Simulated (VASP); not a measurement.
Shape and ions are relaxed at each volume.

Energy against volume of MgB$_{2}$ (AlB2 type). These are r2SCAN+rVV10, VASP's PBE PAW potentials (set 64) (plane waves; VASP) values and carry that method's errors.

| V (Å³/atom) | E (eV/atom) |
|---|---|
| 8.915 | -6.39802 |
| 9.200 | -6.41212 |
| 9.484 | -6.41682 |
| 9.769 | -6.41337 |
| 10.053 | -6.40285 |

Question: Fit a third-order Birch-Murnaghan equation of state.

Answer: 
```json
{
 "volume_per_atom": "9.50 Å³/atom",
 "bulk_modulus": "152 GPa",
 "pressure_derivative_of_the_bulk_modulus": "3.71"
}
```

The compound is MgB2 in the AlB2 type structure. It was relaxed first.
